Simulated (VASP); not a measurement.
A run of VASP 6.6.1:

The input INCAR:

```
SYSTEM = Ta2SiO3
ALGO = Normal
EDIFF = 1E-6
ENCUT = 520
ISIF = 2
ISMEAR = 0
KPAR = 4
LASPH = .TRUE.
LCHARG = .FALSE.
LMIXTAU = .TRUE.
LREAL = .FALSE.
LWAVE = .FALSE.
METAGGA = R2SCAN
NELM = 150
PREC = Accurate
SIGMA = 0.1
```

Contents of KPOINTS:

```
k-points
0
G
  6 6 6
  0 0 0
```

Contents of POSCAR:

```
Ta2SiO3
1.0
    5.0296480000      0.0000000000      0.0000000000
   -0.1282800000      5.0429150000      0.0000000000
   -0.1706150000     -0.4030530000      6.7212720000
Ta Si O
4 2 6
Direct
    0.9735420000      0.2702360000      0.1865180000
    0.4845440000      0.7161270000      0.2056970000
    0.0264580000      0.7297640000      0.8134820000
    0.5154560000      0.2838730000      0.7943030000
    0.2456680000      0.4883960000      0.4924540000
    0.7543320000      0.5116040000      0.5075460000
    0.7104440000      0.0141470000      0.2695090000
    0.2005530000      0.9600510000      0.1415590000
    0.7538190000      0.5289120000      0.0174680000
    0.2895560000      0.9858530000      0.7304910000
    0.7994470000      0.0399490000      0.8584410000
    0.2461810000      0.4710880000      0.9825320000
```

Potentials or basis: VASP PAW PBE potentials, release 64 (Ta_pv, Si, O).

Command:

```console
$ cat potpaw_PBE.64/Ta_pv/POTCAR potpaw_PBE.64/Si/POTCAR potpaw_PBE.64/O/POTCAR > POTCAR
$ mpirun -np 4 vasp_std > vasp.out
```

Hardware: 4 MPI ranks on AMD EPYC 9R45 96-Core Processor (Zen 5), on a shared host.

Question: Estimate the wall time of this run.

Answer: It took 14 min on 4 MPI ranks on AMD EPYC 9R45 96-Core Processor (Zen 5), on a shared host, peak memory 0.82 GiB a rank. Counts: scf iterations 19, k points 112.
